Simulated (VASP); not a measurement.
Consider the following.

```xyz
2
Lattice="0.0000 2.3343 2.3343 2.3343 0.0000 2.3343 2.3343 2.3343 0.0000" Properties=species:S:1:pos:R:3 pbc="T T T"
Na     0.0000     0.0000     0.0000
F      2.3343     2.3343     2.3343
```

The numbers are results of vdW-DF2, VASP's PBE PAW potentials (set 64) (plane waves; VASP), not measurements. Numerical set-up: 520 eV cut-off, 11×11×11 Γ-centred mesh, tetrahedra with Blöchl corrections, potentials Na_pv F.

Task: Tabulate the total density of states (states/eV per cell) against energy (eV; zero at the valence-band maximum or, without a gap, the Fermi level).

Result: 
| E (eV) | DOS (states/eV) |
|---|---|
| -9.96 | 0.00 |
| -9.60 | 0.00 |
| -9.36 | 0.00 |
| -9.00 | 0.00 |
| -8.64 | 0.00 |
| -8.28 | 0.00 |
| -8.04 | 0.00 |
| -7.68 | 0.00 |
| -7.32 | 0.00 |
| -6.96 | 0.00 |
| -6.72 | 0.00 |
| -6.36 | 0.00 |
| -6.00 | 0.00 |
| -5.64 | 0.00 |
| -5.40 | 0.00 |
| -5.04 | 0.00 |
| -4.68 | 0.00 |
| -4.32 | 0.00 |
| -4.08 | 0.00 |
| -3.72 | 0.00 |
| -3.36 | 0.00 |
| -3.00 | 0.00 |
| -2.76 | 0.00 |
| -2.40 | 0.00 |
| -2.04 | 0.00 |
| -1.68 | 0.00 |
| -1.44 | 0.92 |
| -1.08 | 4.99 |
| -0.72 | 2.62 |
| -0.36 | 9.74 |
| -0.12 | 3.55 |
| 0.24 | 0.00 |
| 0.60 | 0.00 |
| 0.96 | 0.00 |
| 1.20 | 0.00 |
| 1.56 | 0.00 |
| 1.92 | 0.00 |
| 2.28 | 0.00 |
| 2.52 | 0.00 |
| 2.88 | 0.00 |
| 3.24 | 0.00 |
| 3.60 | 0.00 |
| 3.84 | 0.00 |
| 4.20 | 0.00 |
| 4.56 | 0.00 |
| 4.92 | 0.00 |
| 5.16 | 0.00 |
| 5.52 | 0.00 |
| 5.88 | 0.00 |
| 6.24 | 0.01 |
| 6.48 | 0.05 |
| 6.84 | 0.08 |
| 7.20 | 0.10 |
| 7.56 | 0.13 |
| 7.80 | 0.15 |
| 8.16 | 0.18 |
| 8.52 | 0.21 |
| 8.88 | 0.24 |
| 9.12 | 0.27 |
| 9.48 | 0.30 |
Within 2 eV below the valence-band maximum the largest weight inside VASP's projection spheres is F p.

The compound is NaF in the rock salt structure. It was relaxed first.
